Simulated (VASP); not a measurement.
**Mg6AlFe: single point with PBE**

Mg6AlFe:

```
Fe Al Mg
1.0
     4.90234    0.00000    0.00000
     0.00000    2.99940    5.32020
     0.00000   -2.99940    5.32020
Fe Al Mg
1 1 6
Direct
  0.50000 0.67824 0.67824
  0.00000 0.81972 0.81972
  0.50000 0.16917 0.16917
  0.50000 0.67041 0.16350
  0.50000 0.16350 0.67041
  0.00000 0.33069 0.33069
  0.00000 0.82692 0.34137
  0.00000 0.34137 0.82692
```

The cell comes from a database or a generator and needn't be the stable form of this composition.

| Property | Result |
| --- | --- |
| Program | VASP 6.6.1 |
| Task | single point |
| Functional | PBE |
| Potentials or basis | VASP PAW PBE potentials, release 64 (Fe_pv, Al, Mg_pv) |
| Cutoff | 520 eV |
| k mesh | 6 × 5 × 5 |
| Occupations | gaussian, width 0.1 eV |
| Spin | collinear spin, ferromagnetic start |
| Starting moments | [3.0, 0.0, 0.0, 0.0, 0.0, 0.0, 0.0, 0.0] μB |

```json
{"Pressure": "0.0 GPa", "Largest force": "0.136 eV/Å", "Band gap on the k mesh": "none (metal or under the smearing width)", "Net moment": "2.10 μB per cell", "Site moments": "Fe +2.48; Al -0.02; Mg -0.01, +0.01, -0.02 μB", "Valence electrons inside the program's atomic spheres": "Fe 12.52; Al 0.76; Mg 6.33, 6.32"}
```

Forces on the atoms (eV/Å):
```
Fe   0.000  0.000  0.045
Al   0.000  0.000 -0.136
Mg   0.000  0.000 -0.045
Mg   0.000  0.010  0.008
Mg   0.000 -0.010  0.008
Mg   0.000  0.000  0.014
Mg   0.000 -0.109  0.053
Mg   0.000  0.109  0.053
```

Stress tensor (GPa, compression positive):
```
-0.21  0.00  0.00
 0.00  0.73  0.00
 0.00  0.00 -0.66
```

Levels at points of the mesh, in eV from the Fermi level:
Spin up:
| k point | band 32 | band 33 | band 34 | band 35 | band 36 | band 37 |
| --- | --- | --- | --- | --- | --- | --- |
| (0.00, 0.00, 0.00) | -1.80 | -1.37 | -1.28 | -0.42 | 2.58 | 3.10 |
| (0.50, 0.00, 0.00) | -1.18 | -1.02 | -0.66 | -0.57 | -0.11 | -0.10 |
Spin down:
```
           k point  band 27  band 28  band 29  band 30  band 31  band 32  band 33  band 34  band 35  band 36
(0.00, 0.00, 0.00)    -2.27    -2.04    -1.98    -1.33    -0.31    -0.06     0.30     0.39     0.81     2.65
(0.50, 0.00, 0.00)    -1.55    -1.22    -1.12    -1.07    -0.89    -0.82    -0.68    -0.48    -0.45     0.54
```

It took 9.3 min on 1 thread of Intel(R) Xeon(R) Platinum 8375C CPU @ 2.90GHz (Ice Lake), on a shared host, peak memory 0.56 GiB.
